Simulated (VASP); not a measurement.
All values below come from LDA (Ceperley-Alder, Perdew-Zunger), VASP's LDA PAW potentials (set 64) (plane waves; VASP).

VASP input:

### INCAR
```
SIGMA  =  0.05   # width (eV)
LWAVE  =  .FALSE.
LCHARG  =  .FALSE.
PREC  =  Accurate
LASPH  =  .TRUE.   # aspherical one-centre terms
ICHARG  =  11
LORBIT  =  11   # lm-projected
ALGO  =  Normal   # blocked Davidson
EDIFF  =  1E-7   # SCF stop (eV)
SYSTEM  =  BaTiO3
ENCUT  =  520   # plane-wave cut-off (eV)
LMAXMIX  =  4   # l cut-off of mixed one-centre charges
LREAL  =  .FALSE.   # projection in real space or not
NELM  =  100   # most electronic steps
ISMEAR  =  0
```

### POSCAR
```
BaTiO3
1
    3.9525453398     0.0000000000     0.0000000000
    0.0000000000     3.9525453398     0.0000000000
    0.0000000000     0.0000000000     3.9525453398
Ba Ti O
1 1 3
Direct
  0.0000000000   0.0000000000   0.0000000000
  0.5000000000   0.5000000000   0.5000000000
  0.5000000000   0.0000000000   0.5000000000
  0.0000000000   0.5000000000   0.5000000000
  0.5000000000   0.5000000000   0.0000000000
```

### KPOINTS
```
k-points along high-symmetry lines
15
Line-mode
Reciprocal
  0.000000   0.000000   0.000000 ! GAMMA
  0.000000   0.500000   0.000000 ! X

  0.000000   0.500000   0.000000 ! X
  0.500000   0.500000   0.000000 ! M

  0.500000   0.500000   0.000000 ! M
  0.000000   0.000000   0.000000 ! GAMMA

  0.000000   0.000000   0.000000 ! GAMMA
  0.500000   0.500000   0.500000 ! R

  0.500000   0.500000   0.500000 ! R
  0.000000   0.500000   0.000000 ! X

  0.500000   0.500000   0.500000 ! R
  0.500000   0.500000   0.000000 ! M
```

POTCAR, in this order: Ba_sv Ti_sv O (LDA.64 set). Program: vasp_std. Read from the step before: CHGCAR.

Output of the run:

OSZICAR:
```
       N       E                     dE             d eps       ncg     rms          rms(c)
DAV:   1     0.418823161077E+03    0.41882E+03   -0.21994E+04  4320   0.185E+03
DAV:   2     0.615982763115E+01   -0.41266E+03   -0.40517E+03  4872   0.486E+02
DAV:   3    -0.406287196759E+02   -0.46789E+02   -0.45092E+02  7120   0.142E+02
DAV:   4    -0.425479378896E+02   -0.19192E+01   -0.19182E+01  5448   0.277E+01
DAV:   5    -0.426271170008E+02   -0.79179E-01   -0.79178E-01  6184   0.417E+00
DAV:   6    -0.426279124097E+02   -0.79541E-03   -0.79541E-03  5544   0.450E-01
DAV:   7    -0.426279287194E+02   -0.16310E-04   -0.16310E-04  6232   0.576E-02
DAV:   8    -0.426279289415E+02   -0.22213E-06   -0.22216E-06  5672   0.608E-03
DAV:   9    -0.426279289467E+02   -0.51236E-08   -0.50882E-08  4032   0.826E-04
   1 F= -.42627929E+02 E0= -.42627929E+02  d E =-.135328E-21
```

File OUTCAR:
```
 val. band max:        3.8247931016   @ k =   0.5000   0.5000   0.5000

 cond. band min:       5.5498464222   @ k =   0.0000   0.0000   0.0000



 k-point     1 :       0.0000    0.0000    0.0000
  band No.  band energies     occupation
      1     -51.9046      2.00000
      2     -28.5419      2.00000
      3     -28.5419      2.00000
      4     -28.5419      2.00000
      5     -20.7563      2.00000
      6     -12.8398      2.00000
      7     -12.1487      2.00000
      8     -12.1487      2.00000
      9      -5.9871      2.00000
     10      -5.9871      2.00000
     11      -5.9871      2.00000
     12       1.5433      2.00000
     13       1.5433      2.00000
     14       1.5433      2.00000
     15       2.6505      2.00000
     16       2.6505      2.00000
     17       2.6505      2.00000
     18       3.7223      2.00000
     19       3.7223      2.00000
     20       3.7223      2.00000
     21       5.5498      0.00000
     22       5.5498      0.00000
     23       5.5498      0.00000
     24       8.0244      0.00000

 k-point     2 :       0.0000    0.0357    0.0000
  band No.  band energies     occupation
      1     -51.9045      2.00000
      2     -28.5428      2.00000
      3     -28.5419      2.00000
      4     -28.5419      2.00000
      5     -20.7545      2.00000
      6     -12.8405      2.00000
      7     -12.1479      2.00000
      8     -12.1478      2.00000
      9      -5.9847      2.00000
     10      -5.9847      2.00000
     11      -5.9801      2.00000
     12       1.5191      2.00000
     13       1.5391      2.00000
     14       1.5391      2.00000
     15       2.6319      2.00000
     16       2.6319      2.00000
     17       2.6362      2.00000
     18       3.6829      2.00000
     19       3.7102      2.00000
     20       3.7102      2.00000
     21       5.5520      0.00000
     22       5.5828      0.00000
     23       5.5828      0.00000
     24       8.0253      0.00000

...
```

The density is held fixed in this step, so its total energy and stress have no physical meaning. Unless said otherwise, spin-orbit coupling is left out, though it shifts the bands of the heavy elements here.

The compound is BaTiO3 in the cubic perovskite structure, the ideal cubic form; the compound distorts at low or room temperature. It was relaxed first.
